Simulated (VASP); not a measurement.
A convergence study with VASP on AgI (zinc blende): one setting is varied, all else stays as given below, so the limit is that of these other settings.

```yaml
crystal:
  lattice:
    - [0.00000, 3.25000, 3.25000]
    - [3.25000, 0.00000, 3.25000]
    - [3.25000, 3.25000, 0.00000]
  atoms:
    - { symbol: Ag, position: [0.00000, 0.00000, 0.00000] }
    - { symbol: I, position: [0.25000, 0.25000, 0.25000] }
```

Level of theory: PBE GGA, VASP's PBE PAW potentials (set 64) (plane waves; VASP 6.6.1). The tightest run used: 600 eV cut-off, 6×6×6 Γ-centred mesh, Gaussian smearing of 0.010 eV, potentials Ag I.

```tsv
setting	mean ε∞	highest Γ mode (cm⁻¹)	plane waves
ENCUT = 200	5.51	100.9	459
ENCUT = 300	5.63	105.3	869
ENCUT = 400	5.61	105.0	1272
```

### Question
These are the cheaper rows. Estimate the results at ENCUT = 600, and how far the last row shown lies from them.

### Answer

```json
[
 {"quantity": "mean ε∞", "tightest run": "5.61", "last row shown is off by": "0.00"},
 {"quantity": "highest Γ mode (cm⁻¹)", "tightest run": "105.0", "last row shown is off by": "0.0"}
]
```

Left out are rungs that failed or repeat a setting and relaxations that didn't move; long series are thinned to 24 rows.

The compound is AgI in the zinc blende structure, whereas wurtzite is the usual form. The cell was not relaxed at this level.
